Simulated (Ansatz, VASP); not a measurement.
## Cross-check of CmAs between VASP and Ansatz

Aim: how closely do two programs agree when they are given the same cell, functional and k mesh?

Method: plane waves, with VASP 6.6.1 beside it; relaxation of cell and atoms at PBEsol, DFT+U, in Ansatz 0.2.0.

In doubt: an open 5f shell, unless half filled, can sit in one of many states, so energies may not be the lowest and differences between runs may mislead.

**1. Starting point**

Symmetry: Fm-3m, No. 225, cubic system. The conventional cell has a = 5.901 Å, b = 5.901 Å, c = 5.901 Å, α = 90.00°, β = 90.00°, γ = 90.00°. Cm has 6 As at 2.95 Å nearest. Nearest to As lie 6 Cm at 2.95 Å. Farther neighbours are not listed.

As a file:

```xyz
2
Lattice="0.0000 2.9505 2.9505 2.9505 0.0000 2.9505 2.9505 2.9505 0.0000" Properties=species:S:1:pos:R:3 pbc="T T T"
Cm    2.9505    2.9505    2.9505
As    0.0000    0.0000    0.0000
```

**2. VASP: relaxation of cell and atoms, PBEsol, DFT+U**

The relaxed volume is the usual yardstick between codes: its relative difference is about their pressure difference at one cell divided by the bulk modulus.

Lines of VASP's logs that name or quote its potential files are left out, and so is its time.

Input file INCAR:

```
SYSTEM = CmAs
PREC = Accurate
ENCUT = 400
EDIFF = 1E-06
NELM = 100
ISMEAR = -1
SIGMA = 0.05
LREAL = .FALSE.
ALGO = Normal
GGA = PS
ISPIN = 2
MAGMOM = 7 0
LDAU = .TRUE.
LDAUTYPE = 2
LDAUL = 3 -1
LDAUU = 7 0
LDAUJ = 0 0
LDAUPRINT = 1
LASPH = .TRUE.
LMAXMIX = 6
LORBIT = 11
LWAVE = .FALSE.
LCHARG = .FALSE.
IBRION = 2
NSW = 60
ISIF = 3
EDIFFG = -0.01
```

Input file POSCAR:

```
CmAs
1.0
    0.0000000000      2.9505000000      2.9505000000
    2.9505000000      0.0000000000      2.9505000000
    2.9505000000      2.9505000000      0.0000000000
Cm As
1 1
Direct
    0.5000000000      0.5000000000      0.5000000000
    0.0000000000      0.0000000000      0.0000000000
```

Input file KPOINTS:

```
Automatic mesh
0
Gamma
6 6 6
0 0 0
```

Potentials, in the order of the species: Cm and As (PBE family, release 64).

On the command line:

```sh
$ mpirun -np 1 vasp_std
```

Numbers of over 12 decimals in the logs are rounded to 6 here.

What it wrote:

```text
[banner, memory and clock lines left out]
running    1 mpi-ranks, on    1 nodes
 distrk:  each k-point on    1 cores,    1 groups
 distr:  one band on    1 cores,    1 groups

 POSCAR found type information on POSCAR CmAs
 POSCAR found :  2 types and       2 ions
|                                                                             |
|               ----> ADVICE to this user running VASP <----                  |
|                                                                             |
|     You enforced a specific xc type in the INCAR file but a different       |
|     [... a line on the potential file left out ...]
|     I HOPE YOU KNOW WHAT YOU ARE DOING!                                     |
|                                                                             |

 LDA part: xc-table for (Slater+PW92), standard interpolation
 POSCAR, INCAR and KPOINTS ok, starting setup
 FFT: planning ... GRIDC
 FFT: planning ... GRID_SOFT
 FFT: planning ... GRID
 WAVECAR not read
 entering main loop
       N       E                     dE             d eps       ncg     rms          rms(c)
DAV:   1     0.148791493190E+03    0.14879E+03   -0.94069E+03  1232   0.125E+03
DAV:   2     0.245144213903E+01   -0.14634E+03   -0.13854E+03  1448   0.254E+02
DAV:   3    -0.185598484706E+02   -0.21011E+02   -0.20302E+02  1390   0.959E+01
DAV:   4    -0.202501930362E+02   -0.16903E+01   -0.16821E+01  2119   0.218E+01
DAV:   5    -0.202671776748E+02   -0.16985E-01   -0.16975E-01  1500   0.207E+00    0.330E+01
DAV:   6    -0.244741748946E+02   -0.42070E+01   -0.18068E+01  1550   0.507E+01    0.285E+01
DAV:   7    -0.253060721466E+02   -0.83190E+00   -0.14251E+00  1719   0.954E+00    0.142E+01
DAV:   8    -0.244532885133E+02    0.85278E+00   -0.11312E+00  1654   0.122E+01    0.110E+01
DAV:   9    -0.251238762201E+02   -0.67059E+00   -0.17439E-01  1744   0.318E+00    0.645E+00
DAV:  10    -0.252185164258E+02   -0.94640E-01   -0.38805E-02  1967   0.154E+00    0.217E+00
DAV:  11    -0.252077335860E+02    0.10783E-01   -0.23726E-02  1724   0.136E+00    0.104E+00
DAV:  12    -0.252148802000E+02   -0.71466E-02   -0.37413E-03  1733   0.720E-01    0.214E-01
DAV:  13    -0.252151832935E+02   -0.30309E-03   -0.64952E-04  1647   0.189E-01    0.155E-01
DAV:  14    -0.252152164167E+02   -0.33123E-04   -0.13502E-04  1803   0.102E-01    0.421E-02
DAV:  15    -0.252152195609E+02   -0.31442E-05   -0.15989E-05  2067   0.277E-02    0.461E-02
DAV:  16    -0.252152195675E+02   -0.65597E-08   -0.22412E-06  1309   0.138E-02
   1 F= -.25215220E+02 E0= -.25213652E+02  d E =-.252152E+02  mag=     7.0033
 curvature:   0.00 expect dE= 0.000E+00 dE for cont linesearch  0.000E+00
 trial: gam= 0.00000 g(F)=  0.147E-64 g(S)=  0.396E-03 ort = 0.000E+00 (trialstep = 0.100E+01)
 search vector abs. value=  0.396E-03
 bond charge predicted
       N       E                     dE             d eps       ncg     rms          rms(c)
DAV:   1    -0.252296603265E+02   -0.14441E-01   -0.20962E-01  2051   0.334E+00    0.142E+00
DAV:   2    -0.252149162334E+02    0.14744E-01   -0.42343E-02  1988   0.185E+00    0.378E-01
DAV:   3    -0.252141057458E+02    0.81049E-03   -0.10254E-02  2132   0.560E-01    0.249E-01
DAV:   4    -0.252145014857E+02   -0.39574E-03   -0.11795E-03  2106   0.234E-01    0.136E-01
DAV:   5    -0.252147225252E+02   -0.22104E-03   -0.24278E-04  2089   0.660E-02    0.123E-01
DAV:   6    -0.252149874588E+02   -0.26493E-03   -0.15296E-04  2142   0.788E-02    0.815E-02
DAV:   7    -0.252152280746E+02   -0.24062E-03   -0.47075E-04  2217   0.133E-01    0.427E-02
DAV:   8    -0.252152434870E+02   -0.15412E-04   -0.38426E-05  2081   0.354E-02    0.228E-02
DAV:   9    -0.252152427785E+02    0.70846E-06   -0.37730E-06  1493   0.152E-02
   2 F= -.25215243E+02 E0= -.25213669E+02  d E =-.232110E-04  mag=     7.0023
 trial-energy change:   -0.000023  1 .order   -0.000041   -0.000396    0.000313
 step:   0.5201(harm=  0.5580)  dis= 0.00000  next Energy=   -25.215320 (dE=-0.100E-03)
 bond charge predicted
       N       E                     dE             d eps       ncg     rms          rms(c)
DAV:   1    -0.252187053903E+02   -0.34619E-02   -0.48680E-02  2072   0.161E+00    0.655E-01
DAV:   2    -0.252152298716E+02    0.34755E-02   -0.10243E-02  2009   0.891E-01    0.173E-01
DAV:   3    -0.252150544942E+02    0.17538E-03   -0.24611E-03  2118   0.273E-01    0.133E-01
DAV:   4    -0.252151421239E+02   -0.87630E-04   -0.23559E-04  2035   0.108E-01    0.670E-02
DAV:   5    -0.252151970169E+02   -0.54893E-04   -0.55636E-05  2165   0.339E-02    0.626E-02
DAV:   6    -0.252152639491E+02   -0.66932E-04   -0.41262E-05  2088   0.436E-02    0.387E-02
DAV:   7    -0.252153178367E+02   -0.53888E-04   -0.11706E-04  2243   0.653E-02    0.181E-02
DAV:   8    -0.252153200385E+02   -0.22019E-05   -0.64450E-06  1626   0.140E-02    0.753E-03
DAV:   9    -0.252153206564E+02   -0.61790E-06   -0.81325E-07  1039   0.657E-03
   3 F= -.25215321E+02 E0= -.25213751E+02  d E =-.101089E-03  mag=     7.0028
 curvature:  -0.28 expect dE=-0.901E-08 dE for cont linesearch -0.901E-08
 trial: gam= 0.00000 g(F)=  0.477E-60 g(S)=  0.325E-07 ort =-0.359E-05 (trialstep = 0.904E+00)
 search vector abs. value=  0.326E-07
 reached required accuracy - stopping structural energy minimisation
```

OUTCAR, selected parts (step 2):

```text
ion  position               nearest neighbor table
   1  0.500  0.500  0.500-   2 2.95   2 2.95   2 2.95   2 2.95   2 2.95   2 2.95
   2  0.000  0.000  0.000-   1 2.95   1 2.95   1 2.95   1 2.95   1 2.95   1 2.95

  LATTYP: Found a face centered cubic cell.
 ALAT       =     5.9010000000

 Subroutine GETGRP returns: Found 48 space group operations
 (whereof 48 operations were pure point group operations)

The static configuration has the point symmetry O_h .

 Found     16 irreducible k-points:

   k-points           NKPTS =     16   k-points in BZ     NKDIM =     16   number of bands    NBANDS=     19

   dimension x,y,z NGX =    28 NGY =   28 NGZ =   28
   dimension x,y,z NGXF=    56 NGYF=   56 NGZF=   56

   ENCUT  =  400.0 eV  29.40 Ry    5.42 a.u.   6.80  6.80  6.80*2*pi/ulx,y,z

   NELECT =      23.0000    total number of electrons

 k-points in reciprocal lattice and weights: Automatic mesh
   0.00000000  0.00000000  0.00000000       0.005
   0.16666667  0.00000000  0.00000000       0.037
   0.33333333  0.00000000  0.00000000       0.037
   0.50000000  0.00000000  0.00000000       0.019
   0.16666667  0.16666667  0.00000000       0.028
   0.33333333  0.16666667  0.00000000       0.111
   0.50000000  0.16666667  0.00000000       0.111
  -0.33333333  0.16666667  0.00000000       0.111
  -0.16666667  0.16666667  0.00000000       0.056
[...]
-0.33333333  0.33333333  0.16666667       0.111
  -0.33333333  0.50000000  0.16666667       0.056

atom =   1  type =  1  l = 3

 onsite density matrix

spin component  1

  0.9953  0.0000  0.0004 -0.0000  0.0000  0.0000  0.0000
  0.0000  0.9943  0.0000  0.0000 -0.0000 -0.0000 -0.0000
  0.0004  0.0000  0.9951 -0.0000 -0.0000 -0.0000  0.0000
 -0.0000  0.0000 -0.0000  0.9957 -0.0000  0.0000  0.0000
  0.0000 -0.0000 -0.0000 -0.0000  0.9951  0.0000 -0.0004
  0.0000 -0.0000 -0.0000  0.0000  0.0000  0.9947 -0.0000
  0.0000 -0.0000  0.0000  0.0000 -0.0004 -0.0000  0.9953

spin component  2

  0.0086  0.0000  0.0034  0.0000 -0.0000 -0.0000 -0.0000
  0.0000  0.0005 -0.0000 -0.0000  0.0000  0.0000  0.0000
  0.0034 -0.0000  0.0068  0.0000  0.0000  0.0000 -0.0000
  0.0000 -0.0000  0.0000  0.0112  0.0000 -0.0000  0.0000
 -0.0000  0.0000  0.0000  0.0000  0.0068 -0.0000 -0.0034
 -0.0000  0.0000  0.0000 -0.0000 -0.0000  0.0042  0.0000
 -0.0000  0.0000 -0.0000  0.0000 -0.0034  0.0000  0.0086

 occupancies and eigenvectors

  o =  0.0005  v =  0.0000  0.0000  0.0000  0.0000  0.0000  0.0000  0.0000  0.0000 -1.0000 -0.0000  0.0000  0.0000  0.0000  0.0000      0.0000  0.0000  0.0000  0.0000  0.0000  0.0000  0.0000  0.0000  0.0000  0.0000  0.0000  0.0000  0.0000  0.0000
  o =  0.0042  v =  0.0000  0.0000  0.0000  0.0000  0.0000  0.0000  0.0000  0.6124  0.0000 -0.7906 -0.0000 -0.0011  0.0013 -0.0008      0.0000  0.0000  0.0000  0.0000  0.0000  0.0000  0.0000  0.0000  0.0000  0.0000  0.0000  0.0000  0.0000  0.0000
  o =  0.0042  v =  0.0000  0.0000  0.0000  0.0000  0.0000  0.0000  0.0000  0.0008  0.0000 -0.0011 -0.0000  0.7906  0.0040  0.6124      0.0000  0.0000  0.0000  0.0000  0.0000  0.0000  0.0000  0.0000  0.0000  0.0000  0.0000  0.0000  0.0000  0.0000
  o =  0.0042  v =  0.0000  0.0000  0.0000  0.0000  0.0000  0.0000  0.0000  0.0008 -0.0000 -0.0011 -0.0000  0.0032 -1.0000  0.0025      0.0000  0.0000  0.0000  0.0000  0.0000  0.0000  0.0000  0.0000  0.0000  0.0000  0.0000  0.0000  0.0000  0.0000
  o =  0.0112  v =  0.0000  0.0000  0.0000  0.0000  0.0000  0.0000  0.0000  0.0000 -0.0000  0.0000 -1.0000  0.0018  0.0000 -0.0023      0.0000  0.0000  0.0000  0.0000  0.0000  0.0000  0.0000  0.0000  0.0000  0.0000  0.0000  0.0000  0.0000  0.0000
  o =  0.0112  v =  0.0000  0.0000  0.0000  0.0000  0.0000  0.0000  0.0000  0.7906 -0.0000  0.6124  0.0000  0.0000  0.0000 -0.0000      0.0000  0.0000  0.0000  0.0000  0.0000  0.0000  0.0000  0.0000  0.0000  0.0000  0.0000  0.0000  0.0000  0.0000
  o =  0.0112  v =  0.0000  0.0000  0.0000  0.0000  0.0000  0.0000  0.0000 -0.0000  0.0000  0.0000  0.0029  0.6124 -0.0000 -0.7906      0.0000  0.0000  0.0000  0.0000  0.0000  0.0000  0.0000  0.0000  0.0000  0.0000  0.0000  0.0000  0.0000  0.0000
  o =  0.9943  v =  0.0000 -1.0000 -0.0000 -0.0000 -0.0000 -0.0000 -0.0000  0.0000  0.0000  0.0000  0.0000  0.0000  0.0000  0.0000      0.0000  0.0000  0.0000  0.0000  0.0000  0.0000  0.0000  0.0000  0.0000  0.0000  0.0000  0.0000  0.0000  0.0000
  o =  0.9947  v = -0.0003 -0.0000  0.0004 -0.0000  0.6377  0.5911  0.4939  0.0000  0.0000  0.0000  0.0000  0.0000  0.0000  0.0000      0.0000  0.0000  0.0000  0.0000  0.0000  0.0000  0.0000  0.0000  0.0000  0.0000  0.0000  0.0000  0.0000  0.0000
  o =  0.9947  v =  0.0019  0.0000 -0.0024  0.0000  0.4673 -0.8066  0.3620  0.0000  0.0000  0.0000  0.0000  0.0000  0.0000  0.0000      0.0000  0.0000  0.0000  0.0000  0.0000  0.0000  0.0000  0.0000  0.0000  0.0000  0.0000  0.0000  0.0000  0.0000
  o =  0.9947  v = -0.6124 -0.0000  0.7906 -0.0000  0.0011 -0.0028  0.0009  0.0000  0.0000  0.0000  0.0000  0.0000  0.0000  0.0000      0.0000  0.0000  0.0000  0.0000  0.0000  0.0000  0.0000  0.0000  0.0000  0.0000  0.0000  0.0000  0.0000  0.0000
  o =  0.9957  v =  0.0000 -0.0000 -0.0000  0.0422  0.6118 -0.0000 -0.7899  0.0000  0.0000  0.0000  0.0000  0.0000  0.0000  0.0000      0.0000  0.0000  0.0000  0.0000  0.0000  0.0000  0.0000  0.0000  0.0000  0.0000  0.0000  0.0000  0.0000  0.0000
  o =  0.9957  v =  0.7906 -0.0000  0.6124 -0.0000  0.0000 -0.0000  0.0000  0.0000  0.0000  0.0000  0.0000  0.0000  0.0000  0.0000      0.0000  0.0000  0.0000  0.0000  0.0000  0.0000  0.0000  0.0000  0.0000  0.0000  0.0000  0.0000  0.0000  0.0000
  o =  0.9957  v = -0.0000  0.0000 -0.0000 -0.9991  0.0258 -0.0000 -0.0334  0.0000  0.0000  0.0000  0.0000  0.0000  0.0000  0.0000      0.0000  0.0000  0.0000  0.0000  0.0000  0.0000  0.0000  0.0000  0.0000  0.0000  0.0000  0.0000  0.0000  0.0000

 average (electrostatic) potential at core
       1 -86.9471       2 -45.9458

 E-fermi :   7.1612

 spin component 1
 k-point     1 :       0.0000    0.0000    0.0000
  band No.  band energies     occupation
    ...
      8       1.0807      1.00000
      9       1.2109      1.00000
     10       1.3653      1.00000
     11       1.3653      1.00000
     12       1.3653      1.00000
     13       8.1295      0.00000
     14       8.1295      0.00000
     15       8.1295      0.00000
     16       8.3384      0.00000
     17       8.3384      0.00000
    ...

 k-point     2 :       0.1667    0.0000    0.0000
  band No.  band energies     occupation
    ...
     11       1.3329      1.00000
     12       1.3668      1.00000
     13       5.8633      1.00000
     14       6.6614      0.99995
     15       6.6614      0.99995
     16       8.8490      0.00000
     17       8.9161      0.00000
     18       8.9161      0.00000
     19      11.2636      0.00000

 k-point     3 :       0.3333    0.0000    0.0000
  band No.  band energies     occupation
    ...
     11       1.2828      1.00000
     12       1.3698      1.00000
     13       3.6649      1.00000
     14       5.4355      1.00000
     15       5.4355      1.00000
     16       9.5772      0.00000
     17      10.1525      0.00000
     18      10.1525      0.00000
     19      13.4731      0.00000

 k-point     4 :       0.5000    0.0000    0.0000
  band No.  band energies     occupation
    ...
     11       1.3714      1.00000
     12       1.4667      1.00000
     13       2.5102      1.00000
     14       4.9905      1.00000
     15       4.9905      1.00000
     16      11.1579      0.00000
     17      11.1579      0.00000
     18      11.2385      0.00000
     19      11.2392      0.00000

 k-point     5 :       0.1667    0.1667    0.0000
  band No.  band energies     occupation
    ...
     11       1.3379      1.00000
     12       1.3379      1.00000
     13       5.2394      1.00000
     14       7.1367      0.62024
     15       7.1367      0.62024
     16       7.6884      0.00003
     17       9.6378      0.00000
     18      10.0723      0.00000
     19      10.2017      0.00000

 k-point     6 :       0.3333    0.1667    0.0000
  band No.  band energies     occupation
    ...
     11       1.3005      1.00000
     12       1.3389      1.00000
     13       4.0843      1.00000
     14       5.7997      1.00000
     15       6.2566      1.00000
     16       8.2094      0.00000
     17      10.4935      0.00000
     18      10.5573      0.00000
     19      11.9922      0.00000

  Total        0.0006704      0.0006704      0.0006704     -0.0000000      0.0000000      0.0000000
  in kB        0.0209672      0.0209672      0.0209672     -0.0000000      0.0000000      0.0000000
  external PRESSURE =       0.0209672 kB  Pullay stress =       0.0000000 kB

  energy-cutoff  :      400.00
  volume of cell :       51.23
      direct lattice vectors                 reciprocal lattice vectors
     0.000000000  2.947762576  2.947762576    -0.169620174  0.169620174  0.169620174
     2.947762576 -0.000000000  2.947762576     0.169620174 -0.169620174  0.169620174
     2.947762576  2.947762576  0.000000000     0.169620174  0.169620174 -0.169620174

 POSITION                                       TOTAL-FORCE (eV/Angst)
 -----------------------------------------------------------------------------------
      2.94776      2.94776      2.94776        -0.000000     -0.000000      0.000000
      0.00000      0.00000      0.00000         0.000000      0.000000     -0.000000
 -----------------------------------------------------------------------------------
    total drift:                                0.000000      0.000000      0.000000

  FREE ENERGIE OF THE ION-ELECTRON SYSTEM (eV)
  ---------------------------------------------------
  free  energy   TOTEN  =       -25.2153206564 eV

  energy  without entropy=      -25.2121805584  energy(sigma->0) =      -25.21375061

 reached required accuracy - stopping structural energy minimisation

 total charge
# of ion       s       p       d       f       tot
--------------------------------------------------
    1        2.157   6.238   0.759   6.994  16.149
    2        1.211   1.646   0.017   0.000   2.874
--------------------------------------------------
tot          3.369   7.884   0.776   6.994  19.023

 magnetization (x)
# of ion       s       p       d       f       tot
--------------------------------------------------
    1        0.017  -0.103   0.128   6.903   6.945
    2       -0.013  -0.099   0.005   0.000  -0.107
--------------------------------------------------
tot          0.005  -0.203   0.132   6.903   6.838

[... 6 further parts left out ...]
```

CONTCAR:

```
CmAs
   1.00000000000000
     0.0000000000000000    2.9477625755290537    2.9477625755290537
     2.9477625755290537   -0.0000000000000000    2.9477625755290537
     2.9477625755290537    2.9477625755290537    0.0000000000000000
  Cm              As
     1     1
Direct
     0.5000000000000000    0.5000000000000000    0.5000000000000000
     0.0000000000000000    0.0000000000000000    0.0000000000000000
```

The k-mesh is coarse for a metal. The PAW data sets were made with PBE, which is usual practice but a small mismatch for other functionals.

[end of part 1 of 2]

[Lines on the potential files, build, host, timing and source positions are cut from VASP's logs without a mark.]

[Logs are printed without paths, hosts, clocks, repeated set-up lines and the standing remarks that a program may print on its own settings, such as how far it seeks lower states.]

[Hosts, paths, dates, database ids (printed as entryN), source tags and the programs' standing remarks are cut or masked in the printed files.]
